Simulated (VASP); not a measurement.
Calculation: SCAN meta-GGA, VASP's PBE PAW potentials (set 64) (plane waves; VASP).

VASP ran on this input.

KPOINTS:
```
Automatic mesh
0
Gamma
13 13 13
0 0 0
```

POSCAR:
```
NiAl
1
    2.9018306843     0.0000000000     0.0000000000
    0.0000000000     2.9018306843     0.0000000000
    0.0000000000     0.0000000000     2.9018306843
Al Ni
1 1
Direct
  0.5000000000   0.5000000000   0.5000000000
  0.0000000000   0.0000000000   0.0000000000
```

### INCAR
```
LMIXTAU=.TRUE.
SIGMA=0.1   ! width (eV)
EDIFF=1E-7
ALGO=Normal
METAGGA=SCAN
SYSTEM=NiAl
ISMEAR=1
LWAVE=.FALSE.
NELM=100   ! most electronic steps
PREC=Accurate
ISIF=2   ! forces and stress, cell fixed
LASPH=.TRUE.
LMAXMIX=4   ! l cut-off of mixed one-centre charges
LCHARG=.FALSE.
ENCUT=520   ! plane-wave cut-off (eV)
LREAL=.FALSE.   ! projection in real space or not
```

POTCAR, in this order: Al Ni (PBE.64 set). Program: vasp_std.

Output

### OUTCAR
```
 ion  position               nearest neighbor table
   1  0.500  0.500  0.500-   2 2.51   2 2.51   2 2.51   2 2.51   2 2.51   2 2.51   2 2.51   2 2.51
  LATTYP: Found a simple cubic cell.
 ALAT       =     2.9018306843
 Subroutine PRICEL returns:
 Original cell was already a primitive cell.
 Subroutine GETGRP returns: Found 48 space group operations
The static configuration has the point symmetry O_h .
The dynamic configuration has the point symmetry O_h .
 Subroutine INISYM returns: Found 48 space group operations
 Subroutine IBZKPT returns following result:
 Found     84 irreducible k-points:

 Following reciprocal coordinates:
            Coordinates               Weight
  0.000000  0.000000  0.000000      1.000000
  0.076923  0.000000  0.000000      6.000000
  0.153846  0.000000  0.000000      6.000000
  0.230769  0.000000  0.000000      6.000000
  0.307692  0.000000  0.000000      6.000000
  0.384615  0.000000  0.000000      6.000000
  0.461538  0.000000  0.000000      6.000000
  0.076923  0.076923  0.000000     12.000000
  0.153846  0.076923  0.000000     24.000000
  0.230769  0.076923  0.000000     24.000000
  0.307692  0.076923  0.000000     24.000000
  0.384615  0.076923  0.000000     24.000000
  0.461538  0.076923  0.000000     24.000000
  0.153846  0.153846  0.000000     12.000000
  0.230769  0.153846  0.000000     24.000000
  0.307692  0.153846  0.000000     24.000000
  0.384615  0.153846  0.000000     24.000000
  0.461538  0.153846  0.000000     24.000000
  0.230769  0.230769  0.000000     12.000000
  0.307692  0.230769  0.000000     24.000000
  0.384615  0.230769  0.000000     24.000000
  0.461538  0.230769  0.000000     24.000000
  0.307692  0.307692  0.000000     12.000000
  0.384615  0.307692  0.000000     24.000000
  0.461538  0.307692  0.000000     24.000000
  0.384615  0.384615  0.000000     12.000000
  0.461538  0.384615  0.000000     24.000000
  0.461538  0.461538  0.000000     12.000000
  0.076923  0.076923  0.076923      8.000000
  0.153846  0.076923  0.076923     24.000000
  0.230769  0.076923  0.076923     24.000000
  0.307692  0.076923  0.076923     24.000000
  0.384615  0.076923  0.076923     24.000000
  0.461538  0.076923  0.076923     24.000000
  0.153846  0.153846  0.076923     24.000000
  0.230769  0.153846  0.076923     48.000000
  0.307692  0.153846  0.076923     48.000000
  0.384615  0.153846  0.076923     48.000000
  0.461538  0.153846  0.076923     48.000000
  0.230769  0.230769  0.076923     24.000000
   k-points           NKPTS =     84   k-points in BZ     NKDIM =     84   number of bands    NBANDS=     10
   number of dos      NEDOS =    301   number of ions     NIONS =      2
   total plane-waves  NPLWV =  13824
   dimension x,y,z NGX =    24 NGY =   24 NGZ =   24
   dimension x,y,z NGXF=    48 NGYF=   48 NGZF=   48
   ions per type =               1   1
   PREC   = accura    normal or accurate (medium, high low for compatibility)
   ISTART =      0    job   : 0-new  1-cont  2-samecut
   ICHARG =      2    charge: 1-file 2-atom 10-const
   ISPIN  =      1    spin polarized calculation?
   LNONCOLLINEAR =      F non collinear calculations
   LSORBIT =      F    spin-orbit coupling
   INIWAV =      1    electr: 0-lowe 1-rand  2-diag
   ENCUT  =  520.0 eV  38.22 Ry    6.18 a.u.   5.40  5.40  5.40*2*pi/ulx,y,z
   NELM   =    100;   NELMIN=  2; NELMDL= -5     # of ELM steps
   EDIFF  = 0.1E-06   stopping-criterion for ELM
   LREAL  =      F    real-space projection
   NLSPLINE    = F    spline interpolate recip. space projectors
   LMAXMIX     =    4 max onsite mixed and CHGCAR
   VOSKOWN=      0    Vosko Wilk Nusair interpolation
...
```

OSZICAR:
```
       N       E                     dE             d eps       ncg     rms          rms(c)
DAV:   1     0.266590089902E+02    0.26659E+02   -0.58967E+03  1680   0.140E+03
DAV:   2    -0.266679418240E+02   -0.53327E+02   -0.50813E+02  1688   0.216E+02
DAV:   3    -0.280185847305E+02   -0.13506E+01   -0.13392E+01  1994   0.454E+01
DAV:   4    -0.280407894931E+02   -0.22205E-01   -0.22198E-01  1992   0.511E+00
DAV:   5    -0.280414767618E+02   -0.68727E-03   -0.68725E-03  1922   0.927E-01    0.120E+01
DAV:   6    -0.284387366927E+02   -0.39726E+00   -0.57959E+01  1858   0.138E+02    0.159E+01
DAV:   7    -0.254732949489E+02    0.29654E+01   -0.17046E+01  1858   0.803E+01    0.161E+00
DAV:   8    -0.254249837132E+02    0.48311E-01   -0.66095E-01  1802   0.107E+01    0.143E+00
DAV:   9    -0.254654861584E+02   -0.40502E-01   -0.49726E-01  1748   0.101E+01    0.396E-01
DAV:  10    -0.253990420254E+02    0.66444E-01   -0.28550E-01  1698   0.624E+00    0.215E-01
DAV:  11    -0.253974390012E+02    0.16030E-02   -0.59190E-03  1820   0.115E+00    0.120E-01
DAV:  12    -0.253982569852E+02   -0.81798E-03   -0.54740E-03  1690   0.109E+00    0.519E-02
DAV:  13    -0.253973622869E+02    0.89470E-03   -0.51478E-03  1680   0.108E+00    0.237E-02
DAV:  14    -0.253972359994E+02    0.12629E-03   -0.98309E-04  1680   0.483E-01    0.155E-02
DAV:  15    -0.253972057333E+02    0.30266E-04   -0.71681E-05  1720   0.117E-01    0.188E-02
DAV:  16    -0.253972197530E+02   -0.14020E-04   -0.30957E-05  1728   0.731E-02    0.244E-02
DAV:  17    -0.253971909537E+02    0.28799E-04   -0.72239E-05  1680   0.126E-01    0.142E-03
DAV:  18    -0.253971865975E+02    0.43562E-05   -0.12992E-05  1682   0.523E-02    0.194E-03
DAV:  19    -0.253971869519E+02   -0.35448E-06   -0.83694E-08  1330   0.455E-03    0.146E-03
DAV:  20    -0.253971862616E+02    0.69034E-06   -0.43656E-07  1680   0.946E-03    0.885E-04
DAV:  21    -0.253971860005E+02    0.26107E-06   -0.63046E-07  1680   0.131E-02    0.499E-04
DAV:  22    -0.253971860664E+02   -0.65910E-07   -0.28082E-08   872   0.296E-03
   1 F= -.25397186E+02 E0= -.25397275E+02  d E =0.265471E-03
```

OUTCAR:
```
------------------------ aborting loop because EDIFF is reached ----------------------------------------
  FORCE on cell =-STRESS in cart. coord.  units (eV):
  Direction    XX          YY          ZZ          XY          YZ          ZX
  --------------------------------------------------------------------------------------
  Total       -1.3436387     -1.3436387     -1.3436387      0.0000000     -0.0000000     -0.0000000
  in kB      -88.1001970    -88.1001970    -88.1001970      0.0000000     -0.0000000     -0.0000000
  external PRESSURE =     -88.1001970 kB  Pullay stress =       0.0000000 kB
  volume of cell :       24.44
      direct lattice vectors                 reciprocal lattice vectors
     2.901830684  0.000000000  0.000000000     0.344610044  0.000000000  0.000000000
     0.000000000  2.901830684  0.000000000     0.000000000  0.344610044  0.000000000
     0.000000000  0.000000000  2.901830684     0.000000000  0.000000000  0.344610044
 POSITION                                       TOTAL-FORCE (eV/Angst)
 -----------------------------------------------------------------------------------
      1.45092      1.45092      1.45092         0.000000      0.000000      0.000000
      0.00000      0.00000      0.00000         0.000000      0.000000      0.000000
 -----------------------------------------------------------------------------------
    total drift:                                0.000000      0.000000      0.000000
  FREE ENERGIE OF THE ION-ELECTRON SYSTEM (eV)
  ---------------------------------------------------
  free  energy   TOTEN  =       -25.3971860664 eV

  energy  without entropy=      -25.3974515378  energy(sigma->0) =      -25.39727456
```
(Selected blocks of OUTCAR.)

The compound is NiAl in the CsCl type structure. This cell is one point of a volume scan, at 1.06 of the reference volume. The run is not spin-polarised, so no magnetic state was tried. The electron count is odd and the run is not spin-polarised, which forces a metal.
